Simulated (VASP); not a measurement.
Output of a VASP run:

File OSZICAR:
```
       N       E                     dE             d eps       ncg     rms          rms(c)
DAV:   1     0.672985523832E+03    0.67299E+03   -0.25079E+04  1680   0.203E+03
DAV:   2     0.453778690428E+02   -0.62761E+03   -0.60699E+03  1800   0.589E+02
DAV:   3    -0.700493656218E+02   -0.11543E+03   -0.11234E+03  2644   0.217E+02
DAV:   4    -0.750810030620E+02   -0.50316E+01   -0.50265E+01  2232   0.483E+01
DAV:   5    -0.752690787067E+02   -0.18808E+00   -0.18803E+00  2352   0.794E+00    0.343E+01
DAV:   6    -0.592370423952E+02    0.16032E+02   -0.11166E+02  2016   0.106E+02    0.123E+01
DAV:   7    -0.588723143745E+02    0.36473E+00   -0.15139E+01  2092   0.320E+01    0.865E+00
DAV:   8    -0.589031289681E+02   -0.30815E-01   -0.37054E+00  2160   0.185E+01    0.405E+00
DAV:   9    -0.587259017419E+02    0.17723E+00   -0.17370E+00  2116   0.123E+01    0.125E+00
DAV:  10    -0.587284940423E+02   -0.25923E-02   -0.10867E-01  2072   0.264E+00    0.199E-01
DAV:  11    -0.587283928389E+02    0.10120E-03   -0.70002E-03  2120   0.608E-01    0.680E-02
DAV:  12    -0.587284044836E+02   -0.11645E-04   -0.54587E-04  2320   0.189E-01    0.553E-02
DAV:  13    -0.587283879109E+02    0.16573E-04   -0.11506E-04  2376   0.836E-02    0.110E-02
DAV:  14    -0.587283873754E+02    0.53549E-06   -0.71728E-06  2140   0.252E-02    0.584E-03
DAV:  15    -0.587283874746E+02   -0.99173E-07   -0.16611E-06  2088   0.108E-02    0.155E-03
DAV:  16    -0.587283874699E+02    0.46457E-08   -0.13522E-07  1216   0.459E-03
   1 F= -.58728387E+02 E0= -.58728387E+02  d E =-.587284E+02
       N       E                     dE             d eps       ncg     rms          rms(c)
DAV:   1    -0.587378651867E+02   -0.94777E-02   -0.22674E+00  1684   0.119E+01    0.687E-01
DAV:   2    -0.587353671505E+02    0.24980E-02   -0.62671E-02  1848   0.218E+00    0.440E-01
DAV:   3    -0.587318440352E+02    0.35231E-02   -0.72254E-03  1924   0.810E-01    0.117E-01
DAV:   4    -0.587317475955E+02    0.96440E-04   -0.17895E-03  2104   0.357E-01    0.377E-02
DAV:   5    -0.587317336701E+02    0.13925E-04   -0.15015E-04  2056   0.114E-01    0.211E-02
DAV:   6    -0.587317282131E+02    0.54571E-05   -0.18076E-05  1988   0.326E-02    0.435E-03
DAV:   7    -0.587317282261E+02   -0.13004E-07   -0.23305E-06  1972   0.129E-02    0.229E-03
DAV:   8    -0.587317282009E+02    0.25200E-07   -0.11989E-07  1188   0.337E-03
   2 F= -.58731728E+02 E0= -.58731728E+02  d E =-.334073E-02
       N       E                     dE             d eps       ncg     rms          rms(c)
DAV:   1    -0.587321779313E+02   -0.44971E-03   -0.90254E-02  1704   0.238E+00    0.137E-01
DAV:   2    -0.587320827895E+02    0.95142E-04   -0.25323E-03  1824   0.440E-01    0.881E-02
DAV:   3    -0.587319459737E+02    0.13682E-03   -0.30331E-04  1988   0.164E-01    0.279E-02
DAV:   4    -0.587319368225E+02    0.91511E-05   -0.83435E-05  2136   0.798E-02    0.740E-03
DAV:   5    -0.587319363741E+02    0.44844E-06   -0.75154E-06  1880   0.259E-02    0.416E-03
DAV:   6    -0.587319361724E+02    0.20172E-06   -0.75118E-07  1792   0.672E-03    0.109E-03
DAV:   7    -0.587319361656E+02    0.67266E-08   -0.10159E-07  1064   0.328E-03
   3 F= -.58731936E+02 E0= -.58731936E+02  d E =-.354870E-02
```

OUTCAR:
```
------------------------ aborting loop because EDIFF is reached ----------------------------------------
  FORCE on cell =-STRESS in cart. coord.  units (eV):
  Direction    XX          YY          ZZ          XY          YZ          ZX
  --------------------------------------------------------------------------------------
  Total        2.9003505      2.9003505      2.9584604     -0.0000000      0.0000000      0.0000000
  in kB       79.0242925     79.0242925     80.6075821     -0.0000000      0.0000000      0.0000000
  external PRESSURE =      79.5520557 kB  Pullay stress =       0.0000000 kB
  volume of cell :       58.80
      direct lattice vectors                 reciprocal lattice vectors
     4.500376467  0.000000000  0.000000000     0.222203633  0.000000000  0.000000000
     0.000000000  4.500376467  0.000000000     0.000000000  0.222203633  0.000000000
     0.000000000  0.000000000  2.903372507     0.000000000  0.000000000  0.344427040
 POSITION                                       TOTAL-FORCE (eV/Angst)
 -----------------------------------------------------------------------------------
      0.00000      0.00000      0.00000        -0.000000      0.000000      0.000000
      2.25019      2.25019      1.45169        -0.000000      0.000000      0.000000
      1.36333      1.36333      0.00000         0.005322      0.005322     -0.000000
      3.61352      0.88686      1.45169         0.005322     -0.005322      0.000000
      0.88686      3.61352      1.45169        -0.005322      0.005322     -0.000000
      3.13705      3.13705      0.00000        -0.005322     -0.005322      0.000000
 -----------------------------------------------------------------------------------
    total drift:                                0.000000      0.000000      0.000000
  FREE ENERGIE OF THE ION-ELECTRON SYSTEM (eV)
  ---------------------------------------------------
  free  energy   TOTEN  =       -58.7319361656 eV

  energy  without entropy=      -58.7319361656  energy(sigma->0) =      -58.73193617

 reached required accuracy - stopping structural energy minimisation
```
(Selected blocks of OUTCAR.)

POSCAR:
```
TiO2
1
    4.5075623609     0.0000000000     0.0000000000
    0.0000000000     4.5075623609     0.0000000000
    0.0000000000     0.0000000000     2.8941228532
Ti O
2 4
Direct
  0.0000000000   0.0000000000   0.0000000000
  0.5000000000   0.5000000000   0.5000000000
  0.3039999614   0.3039999614   0.0000000000
  0.8039999614   0.1960000386   0.5000000000
  0.1960000386   0.8039999614   0.5000000000
  0.6960000386   0.6960000386   0.0000000000
```

Q: Reconstruct the remaining input files.

A: Several could match; the one computed here: the input of the run itself, LDA (Ceperley-Alder, Perdew-Zunger), plane waves, VASP's LDA PAW potentials (set 64).

**INCAR**
```
SYSTEM = TiO2
PREC = Accurate
ENCUT = 520
EDIFF = 1E-7
NELM = 100
ALGO = Normal
LREAL = .FALSE.
LASPH = .TRUE.
ISMEAR = 0
SIGMA = 0.05
LMAXMIX = 4
LWAVE = .FALSE.
LCHARG = .FALSE.
ISIF = 4
IBRION = 2
NSW = 30
EDIFFG = -0.01
```

File KPOINTS:
```
Automatic mesh
0
Gamma
5 5 8
0 0 0
```

POTCAR, in this order: Ti_sv O (LDA.64 set). Program: vasp_std.

The compound is TiO2 in the rutile structure. This cell is one point of a volume scan, at 0.97 of the reference volume. Symmetry was kept, so distortions that lower it aren't found.
